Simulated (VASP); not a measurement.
Data:

```
BaTiO3
1.0
    3.98377     0.00000     0.00000
    0.00000     3.98377     0.00000
    0.00000     0.00000     3.98377
Ba Ti O
1 1 3
Direct
  0.00000   0.00000   0.00000
  0.50000   0.50000   0.50000
  0.50000   0.00000   0.50000
  0.00000   0.50000   0.50000
  0.50000   0.50000   0.00000
```

Method: optB88-vdW, VASP's PBE PAW potentials (set 64) (plane waves; VASP). Settings: 520 eV cut-off, 5×5×5 Γ-centred mesh, Gaussian smearing of 0.050 eV, potentials Ba_sv Ti_sv O.

Energy and stress use the plane-wave basis of the starting cell.

**Question.** The ions, cell shape and volume are relaxed. What does this cell relax into?

**Answer.** 
```
BaTiO3
1.0
    4.02070     0.00000     0.00000
    0.00000     4.02070     0.00000
    0.00000     0.00000     4.02070
Ba Ti O
1 1 3
Direct
  0.00000   0.00000   0.00000
  0.50000   0.50000   0.50000
  0.50000   0.00000   0.50000
  0.00000   0.50000   0.50000
  0.50000   0.50000   0.00000
```
Space group Pm-3m (221), at a tolerance of 0.03 Å.

**Question.** How do energy and volume change from the first to the last step?

**Answer.** The energy (σ→0) changes by -5.4 meV/atom and the volume by +2.8 %, in 3 ionic steps.

The compound is BaTiO3 in the cubic perovskite structure, the ideal cubic form; the compound distorts at low or room temperature. This run relaxes it. Symmetry was kept, so distortions that lower it aren't found.
